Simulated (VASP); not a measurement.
Input for VASP

### INCAR
```
! general
SYSTEM  =MoSi2
PREC    =Accurate
ENCUT   =400   ! plane-wave cut-off (eV)
LREAL   =F   ! projection in real space or not
LASPH   =T   ! aspherical one-centre terms
ISYM    =3

! electronic loop
EDIFF   =1E-6   ! SCF stop (eV)
NELM    =100
ALGO    =Normal   ! blocked Davidson
LMAXMIX =4

! smearing
ISMEAR  =1
SIGMA   =0.1

! functional
GGA     =PE
LHFCALC =T
AEXX    =0.25
HFSCREEN=0.2   ! 1/Angstrom
PRECFOCK=Fast

! ions
ISIF    =2

! output
LWAVE   =F
LCHARG  =F
```

File POSCAR:
```
MoSi2
1
   -1.6371000000     1.6371000000     4.0035000000
    1.6371000000    -1.6371000000     4.0035000000
    1.6371000000     1.6371000000    -4.0035000000
Si Mo
2 1
Direct
  0.6650000000   0.6650000000   0.0000000000
  0.3350000000   0.3350000000   0.0000000000
  0.0000000000   0.0000000000   0.0000000000
```

**KPOINTS**
```
Automatic mesh
0
Gamma
2 2 2
0 0 0
```

POTCAR, in this order: Si Mo_sv (PBE.64 set). Program: vasp_std.

### Question
Write an equivalent input for Quantum ESPRESSO's pw.x.

### Answer
One equivalent input (not run):
```
&CONTROL
  calculation = 'scf'
  pseudo_dir = './pseudo'
  outdir = './out'
  tprnfor = .true.
  tstress = .false.
/
&SYSTEM
  ibrav = 0
  nat = 3
  ntyp = 2
  ecutwfc = 80
  occupations = 'smearing'
  smearing = 'methfessel-paxton'
  degauss = 0.00735
  input_dft = 'hse'
  nqx1 = 2
  nqx2 = 2
  nqx3 = 2
  screening_parameter = 0.1058
/
&ELECTRONS
  conv_thr = 7.3e-08
  electron_maxstep = 100
/
ATOMIC_SPECIES
  Si 28.085 Si.upf
  Mo 95.950 Mo.upf
CELL_PARAMETERS angstrom
    -1.6371000    1.6371000    4.0035000
     1.6371000   -1.6371000    4.0035000
     1.6371000    1.6371000   -4.0035000
ATOMIC_POSITIONS crystal
  Si   0.6650000  0.6650000  0.0000000
  Si   0.3350000  0.3350000  0.0000000
  Mo   0.0000000  0.0000000  0.0000000
K_POINTS automatic
  2 2 2 0 0 0
```
What does not carry over: the potentials are each code's own (VASP's PAW set, PseudoDojo norm-conserving files in pw.x), so ENCUT and ecutwfc are chosen apart and not converted; conv_thr bounds pw.x's estimated SCF error, while EDIFF bounds the energy change between steps.

The compound is MoSi2 in the MoSi2 type structure. The cell was not relaxed at this level. The k-mesh is coarse (spacing up to 1.36 per Å, 2π included), so the numbers may not be converged in it.
